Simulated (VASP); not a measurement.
TlIO₃ (space group R3m): the band gap from VASP (plane waves, PAW) at several levels of theory. Gaps are without spin-orbit coupling. Each level names its cell: its own relaxed one, PBE's, or the starting one. A gap is the smallest over the k-mesh and a band path; hybrids may have named points in place of the path, and GW has the mesh alone.

```csv
level,band gap (eV)
PBEsol (own cell),2.25
r2SCAN (own cell),3.05
```

The cell of the PBEsol (own cell) run:

```cif
data_I3O9Tl3
_chemical_formula_sum 'Tl3 I3 O9'
_space_group_name_H-M_alt 'R3m :H'
_space_group_IT_number 160
_space_group_name_Hall 'R 3 -2"'
_cell_length_a 6.19721
_cell_length_b 6.19721
_cell_length_c 7.87902
_cell_angle_alpha 90.000
_cell_angle_beta 90.000
_cell_angle_gamma 120.000
loop_
_atom_site_label
_atom_site_type_symbol
_atom_site_symmetry_multiplicity
_atom_site_Wyckoff_symbol
_atom_site_fract_x
_atom_site_fract_y
_atom_site_fract_z
_atom_site_occupancy
Tl1 Tl 3 a 0.00000 0.00000 0.00717 1
I1 I 3 a 0.00000 0.00000 0.49964 1
O1 O 9 b 0.18235 0.36471 0.27695 1
```
(The calculation used a cell of 5 atoms; values per cell refer to that cell.)

Only levels that ran to the end are used. Left out are those held back, those with too coarse a band path, GW runs whose mesh misses a band edge, hybrids' fits of cells that aren't cubic and levels without matching references; a question may draw on a part of the rest.

The structure comes from a computed database's TlIO3 entry (R3m); how it stands against other phases isn't given here.
